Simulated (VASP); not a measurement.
An input for Ansatz (written as the equivalent of a VASP run, and not itself run):

Ansatz 0.2 input:
```yaml
crystal:
  lattice:
    - [3.2697864, 0.0000000, 0.0000000]
    - [0.0000000, 3.2697864, 0.0000000]
    - [0.0000000, 0.0000000, 3.2697864]
  atoms:
    - { symbol: In, position: [0.5000000, 0.5000000, 0.5000000] }
    - { symbol: Pd, position: [0.0000000, 0.0000000, 0.0000000] }
kpoints:
  mp_grid: { grid: [13, 13, 13] }
hamiltonian:
  xc: pbe
  dispersion: d4
  pseudopotentials: { kind: paw }
scf:
  occupations: { method: tetrahedron }
  max_iter: 100
output: { forces: true, stress: true, eigenvalues: true }
```

Translate this input to VASP (INCAR, KPOINTS, POSCAR, choice of POTCAR).

This is not unique; one that fits is 
**INCAR**
```
SYSTEM=PdIn
PREC=Accurate; ENCUT=520; LREAL=.FALSE.
LASPH=.TRUE.
EDIFF=1E-7; NELM=100; ALGO=Normal
LMAXMIX=4
ISMEAR=-5
GGA=PE; IVDW=13
ISIF=2
LWAVE=.FALSE.; LCHARG=.TRUE.; LORBIT=11
NEDOS=601
```

POSCAR:
```
PdIn
1
    3.2697864079     0.0000000000     0.0000000000
   -0.0000000000     3.2697864079     0.0000000000
    0.0000000000     0.0000000000     3.2697864079
In Pd
1 1
Direct
  0.5000000000   0.5000000000   0.5000000000
  0.0000000000   0.0000000000   0.0000000000
```

**KPOINTS**
```
Automatic mesh
0
Gamma
13 13 13
0 0 0
```

POTCAR, in this order: In_d Pd (PBE.64 set). Program: vasp_std.

Limits of the translation: each code has its own PAW files, so the cut-off isn't converted (ENCUT is set for VASP's; basis.ecutwfc is left out, and Ansatz then takes the one that its files recommend); Ansatz stops its SCF on the density residual and VASP on the energy change (EDIFF).

The compound is PdIn in the CsCl type structure. It was relaxed first.
